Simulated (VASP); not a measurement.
Set up this calculation in VASP 6.6.1, as the native input.

* Task: single point
* Functional: PBE
* Dispersion: D3(BJ)
* Potentials or basis: VASP PAW PBE potentials, release 64 (O, H, C)
* Cutoff: 520 eV
* k mesh: 1 × 1 × 1
* Occupations: fermi-dirac, width 0.05 eV
* Spin: no spin polarisation
* Dipole correction: no
* Further INCAR settings: LREAL = Auto; ALGO = Normal; EDIFF = 1e-07; NBANDS = 69

The structure of H22CO11 lies in POSCAR:

```
H22CO11
1.0
    7.1203670000      0.0000000000      0.0000000000
    0.0000000000      7.1203670000      0.0000000000
    0.0000000000      0.0000000000      7.1203670000
O H C
11 22 1
Direct
    0.8330048156      0.4983872320      0.3373983392
    0.4024090331      0.3925640350      0.4031674210
   -0.0094377158      0.1231678086      0.1644859036
    0.3040152284      1.0299469114      0.6978432432
    0.7484586118      0.8128092274      1.0482605742
    0.4509599014      0.2425577221      1.0837362737
    0.7878526486      0.8137361459      0.6570447843
    0.6054182320      0.3156578867      0.7905210504
    0.2080510738      0.7863358729      0.3545182432
    0.6372283901      1.0715037582      0.3893057760
    0.1733618506      0.4381234844      0.9014422993
    0.7687244211      0.5415170314      0.2198763069
    0.7604102429      0.4740766873      0.4379128211
    0.5094681215      0.4660574378      0.4066784760
    0.3741661069      0.3899798985      0.2661801000
    0.0005196361     -0.0132858320      0.2255220833
   -0.0908661028      0.2088235059      0.2301004990
    0.4579258344      0.9904545651      0.6685470005
    0.2882014368      1.1530023663      0.6646848400
    0.7185303791      0.7431498966      0.9303593481
    0.8157866020      0.9294605180      0.9848930540
    0.4734166090      0.1483210065      1.1740406077
    0.3138040497      0.2621774973      1.0848598113
    0.9157393151      0.8291005225      0.6907228237
    0.7469699244      0.9037174629      0.5582717857
    0.7451020432      0.3113884439      0.8144945338
    0.5350566902      0.3122030086      0.9145455564
    0.1060198161      0.6962422021      0.4008220363
    0.2326284586      0.8844066605      0.4664366317
    0.6367649308      1.1574684282      0.4922077752
    0.5321354925      0.9927718613      0.4060745745
    0.2972599587      0.6612440061      1.0022797982
    0.2629358852      0.6718193037      0.7506073774
    0.2234575830      0.6050952149      0.9013439897
```

The cell was built by a generator and needn't be a form met in nature.

These files were run (other wordings do the same):

INCAR

```
SYSTEM = H22CO11
ALGO     = Normal         ! electronic algorithm
EDIFF    = 1E-7           ! SCF threshold, eV
ENCUT    = 520            ! plane-wave cutoff, eV
GGA      = PE             ! functional
ISIF     = 2              ! what is computed and relaxed
ISMEAR   = -1             ! smearing method
IVDW     = 12             ! dispersion correction
LASPH    = .True.         ! aspherical terms in the spheres
LCHARG   = .False.        ! write CHGCAR
LREAL    = Auto         
LWAVE    = .False.        ! write WAVECAR
NBANDS   = 69             ! bands
NELM     = 100            ! most SCF steps
PREC     = Accurate       ! precision mode
SIGMA    = 0.05           ! smearing width, eV
```

KPOINTS

```
k-points
0
Gamma
  1 1 1
  0 0 0
```

Potentials or basis: VASP PAW PBE potentials, release 64 (O, H, C).

Run with:

```sh
$ cat potpaw_PBE.64/O/POTCAR potpaw_PBE.64/H/POTCAR potpaw_PBE.64/C/POTCAR > POTCAR
$ mpirun -np 1 vasp_gam > vasp.out
```

Results of the run:

| Quantity | Value |
| --- | --- |
| Pressure | -0.1 GPa |
| Largest force | 7.939 eV/Å |
| Band gap on the k mesh | 3.03 eV, direct |
| Dispersion energy per atom | -0.034 eV |

Caveat: the standard files for N, O and F lose accuracy on very short bonds.

Wall time 68 s on 1 thread of Intel(R) Xeon(R) Platinum 8488C (Sapphire Rapids) (shared host), peak memory 0.39 GiB.
